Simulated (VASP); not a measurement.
Here is the system:

```yaml
crystal:
  lattice:
    - [4.14948, 0.00000, 0.00000]
    - [0.00000, 4.14948, 0.00000]
    - [0.00000, 0.00000, 4.14948]
  atoms:
    - { symbol: Ba, position: [0.00000, 0.00000, 0.00000] }
    - { symbol: Zr, position: [0.50000, 0.50000, 0.50000] }
    - { symbol: O, position: [0.50000, 0.00000, 0.50000] }
    - { symbol: O, position: [0.00000, 0.50000, 0.50000] }
    - { symbol: O, position: [0.50000, 0.50000, 0.00000] }
```

All values below come from PBEsol GGA, VASP's PBE PAW potentials (set 64) (plane waves; VASP). Settings: 620 eV cut-off, 6×6×6 Γ-centred mesh, Gaussian smearing of 0.050 eV, potentials Ba_sv Zr_sv O.

Unless said otherwise, spin-orbit coupling is left out, though it shifts the bands of the heavy elements here.

What does the run give for the energy per atom (σ→0), pressure, band gap (on the k-mesh) with the smallest direct gap where there is one?

The band gap (on the k-mesh) comes out as 3.17 eV, the smallest direct gap (on the k-mesh) comes out as 3.35 eV and the energy per atom (σ→0) is -8.719 eV/atom. The pressure is 4.95 GPa.

The compound is BaZrO3 in the cubic perovskite structure. It was relaxed first under an external pressure of 5 GPa.
